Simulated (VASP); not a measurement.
Calculation: revPBE GGA, VASP's PBE PAW potentials (set 64) (plane waves; VASP).

VASP input:

File KPOINTS:
```
Automatic mesh
0
Gamma
 14 14 8
```

File POSCAR:
```
Sc
1
    1.6747865460    -2.9008152999     0.0000000000
    1.6747865460     2.9008152999    -0.0000000000
   -0.0000000000     0.0000000000     5.2148724571
Sc
2
Direct
  0.3333330000   0.6666670000   0.2500000000
  0.6666670000   0.3333330000   0.7500000000
```

**INCAR**
```
SYSTEM = Sc
PREC = Accurate
ENCUT = 520
EDIFF = 1E-7
NELM = 100
ALGO = Normal
LREAL = .FALSE.
LASPH = .TRUE.
ISMEAR = -5
GGA = RE
LMAXMIX = 4
LWAVE = .FALSE.
LCHARG = .TRUE.
LORBIT = 11
NEDOS = 601
ISIF = 2
```

POTCAR, in this order: Sc_sv (PBE.64 set). Program: vasp_std.

### Question
Predict the energy per atom (σ→0), band gap (on the k-mesh).

### Answer

```json
{
  "energy per atom (σ→0)": "-5.997 eV/atom",
  "band gap (on the k-mesh)": "none (metal, semimetal or under 0.01 eV)"
}
```

OSZICAR:
```
...
DAV:   8    -0.119952187406E+02    0.73437E-02   -0.33555E-02  4958   0.268E+00    0.263E-01
DAV:   9    -0.119934832394E+02    0.17355E-02   -0.10869E-02  4686   0.131E+00    0.257E-02
DAV:  10    -0.119935132051E+02   -0.29966E-04   -0.21808E-04  6055   0.228E-01    0.934E-03
DAV:  11    -0.119935080453E+02    0.51598E-05   -0.39272E-06  5671   0.287E-02    0.316E-03
DAV:  12    -0.119935109116E+02   -0.28663E-05   -0.11361E-06  4956   0.132E-02    0.134E-03
DAV:  13    -0.119935102296E+02    0.68201E-06   -0.50531E-08  2822   0.425E-03    0.134E-04
DAV:  14    -0.119935102373E+02   -0.77052E-08   -0.87055E-09  2514   0.247E-03
   1 F= -.11993510E+02 E0= -.11993510E+02  d E =0.000000E+00
```

The compound is Sc in the hcp structure. It was relaxed first.
